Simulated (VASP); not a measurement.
An input for Quantum ESPRESSO's pw.x (written as the equivalent of a VASP run, and not itself run):

```
&CONTROL
  calculation = 'vc-relax'
  pseudo_dir = './pseudo'
  outdir = './out'
  tprnfor = .true.
  tstress = .true.
  nstep = 40
  forc_conv_thr = 0.00078
/
&SYSTEM
  ibrav = 0
  nat = 4
  ntyp = 2
  ecutwfc = 84
  occupations = 'smearing'
  smearing = 'gaussian'
  degauss = 0.003675
  input_dft = 'pz'
/
&ELECTRONS
  conv_thr = 7.3e-08
  electron_maxstep = 100
/
&IONS
/
&CELL
  press = 100
/
ATOMIC_SPECIES
  Ga 69.723 Ga.upf
  N 14.007 N.upf
CELL_PARAMETERS angstrom
     1.5554777   -2.6941664    0.0000000
     1.5554777    2.6941664    0.0000000
     0.0000000    0.0000000    5.0679389
ATOMIC_POSITIONS crystal
  Ga   0.6666670  0.3333330  0.5001910
  Ga   0.3333330  0.6666670  0.0001910
  N    0.6666670  0.3333330  0.8768090
  N    0.3333330  0.6666670  0.3768090
K_POINTS automatic
  8 8 5 0 0 0
```

Write the VASP files for the same calculation (LDA).

Several could match; the one computed here: 
### INCAR
```
SYSTEM  =  GaN
PREC  =  Accurate; ENCUT  =  620; LREAL  =  .FALSE.
LASPH  =  .TRUE.
EDIFF  =  1E-6; NELM  =  100; ALGO  =  Normal
LMAXMIX  =  4
ISMEAR  =  0; SIGMA  =  0.05
IBRION  =  2; NSW  =  40; ISIF  =  3
EDIFFG  =  -0.02; PSTRESS  =  100
LWAVE  =  .FALSE.; LCHARG  =  .FALSE.
```

File POSCAR:
```
GaN
1.0
  1.5554777387  -2.6941664365   0.0000000000
  1.5554777387   2.6941664365   0.0000000000
  0.0000000000   0.0000000000   5.0679389152
Ga N
2 2
direct
  0.6666670000   0.3333330000   0.5001909547
  0.3333330000   0.6666670000   0.0001909547
  0.6666670000   0.3333330000   0.8768090453
  0.3333330000   0.6666670000   0.3768090453
```

**KPOINTS**
```
Automatic mesh
0
Gamma
8 8 5
0 0 0
```

POTCAR, in this order: Ga_d N (LDA.64 set). Program: vasp_std.

The two are equivalent in intent, not identical: the potentials are each code's own (VASP's PAW set, PseudoDojo norm-conserving files in pw.x), so ENCUT and ecutwfc are chosen apart and not converted; conv_thr bounds pw.x's estimated SCF error, while EDIFF bounds the energy change between steps; forc_conv_thr acts on force components and is met together with etot_conv_thr.

The compound is GaN in the wurtzite structure. It was relaxed first under an external pressure of 10 GPa.
